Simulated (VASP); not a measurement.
Input:

```
Al
1.0
    0.00000     2.01790     2.01790
    2.01790     0.00000     2.01790
    2.01790     2.01790     0.00000
Al
1
Direct
  0.00000   0.00000   0.00000
```

Computed with PBE GGA, VASP's PBE PAW potentials (set 64) (plane waves; VASP). Run with 520 eV cut-off, 17×17×17 Γ-centred mesh, tetrahedra with Blöchl corrections, potentials Al.

Q: Predict the energy per atom (σ→0), band gap (on the k-mesh) with the smallest direct gap where there is one.

A: 
The band gap (on the k-mesh) is none (metal, semimetal or under 0.01 eV) and the energy per atom (σ→0) is -3747 meV/atom.

Total energies compare only between runs with the same potentials, cut-off and functional.

The compound is Al in the fcc structure. It was relaxed first.
